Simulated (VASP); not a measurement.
Cost and result of VASP (PAW) for the lattice constant a of BeS (zinc blende). Static lattice. The cost counts the five points of the equation of state, each on the mesh and cut-off of its row, so the ratios hold those differences too. With PBE it took about 40 core-seconds. Costs are core time on shared hosts, one run each; read them as rough ratios.

```json
[
 {"level": "PBEsol", "k-mesh": "9×9×9", "cut-off (eV)": "520", "lattice constant a (Å)": "4.841", "cost over PBE": "within a factor of 2"},
 {"level": "PBE", "k-mesh": "9×9×9", "cut-off (eV)": "520", "lattice constant a (Å)": "4.877", "cost over PBE": "reference"},
 {"level": "LDA", "k-mesh": "10×10×10", "cut-off (eV)": "520", "lattice constant a (Å)": "4.798", "cost over PBE": "within a factor of 2"},
 {"level": "r2SCAN", "k-mesh": "9×9×9", "cut-off (eV)": "520", "lattice constant a (Å)": "4.874", "cost over PBE": "about 6 times"},
 {"level": "SCAN", "k-mesh": "9×9×9", "cut-off (eV)": "520", "lattice constant a (Å)": "4.859", "cost over PBE": "about 7 times"},
 {"level": "HSEsol", "k-mesh": "8×8×8", "cut-off (eV)": "520", "lattice constant a (Å)": "___", "cost over PBE": "___"}
]
```

### Question
Some entries are withheld; supply them.

### Answer

- HSEsol, lattice constant a (Å): 4.829
- HSEsol, cost over PBE: about 60 times

Left out are levels that failed, ran on another kind of processor or have no fit band path; at most nine are shown.

The compound is BeS in the zinc blende structure.
